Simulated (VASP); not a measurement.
Runs of VASP 6.6.1 on SGeH2. The cell holds a molecule in a box, 4 atoms: a = 11.000 Å, b = 12.000 Å, c = 11.000 Å, α = 90.00°, β = 90.00°, γ = 90.00°. 

```tsv
task	level	potentials or basis	cell	cutoff (eV)	grid for exact exchange (PRECFOCK)	screening parameter	gap on the mesh (eV)	largest force (eV/Å)
single point	PBE+TS	VASP PAW PBE potentials, release 64 (S, Ge_d, H)	as given	520	-	-	2.76	0.32
atomic charges	PBE+TS	VASP PAW PBE potentials, release 64 (S, Ge_d, H)	as given	520	-	-	2.76	0.32
single point	HSE06+D3(BJ)	VASP PAW PBE potentials, release 64 (S, Ge_d, H)	as given	520	Fast	0.2 1/A	3.84	0.12
single point	BLYP+D4	VASP PAW PBE potentials, release 64 (S_h, Ge_h, H_h)	as given	900	-	-	2.77	(a)
single point	PBE	VASP PAW PBE potentials, release 64 (S, Ge_d, H)	atoms moved at random, drawn with an rms of 0.05 Å	520	-	-	2.82	1.22
electron localisation function	PBE	VASP PAW PBE potentials, release 64 (S, Ge_d, H)	as given	520	-	-	2.76	0.32
relaxation of the atoms	PBE	VASP PAW PBE potentials, release 64 (S, Ge_d, H)	atoms relaxed from: atoms moved at random, drawn with an rms of 0.02 Å	520	-	-	2.76	-
single point	PBE	VASP PAW PBE potentials, release 64 (S, Ge_d, H)	as given	520	-	-	2.76	0.32
```

Alike in all rows: no spin polarisation; k mesh 1 × 1 × 1; smearing gaussian 0.01 eV.

Task: Fill in the values left out.

Result: (a) 0.67.

Caveats: the PAW data sets were made with another functional, which shifts forces and pressure a little (some runs).

A k mesh can miss the band edges, and the runs leave out spin-orbit coupling on Ge.
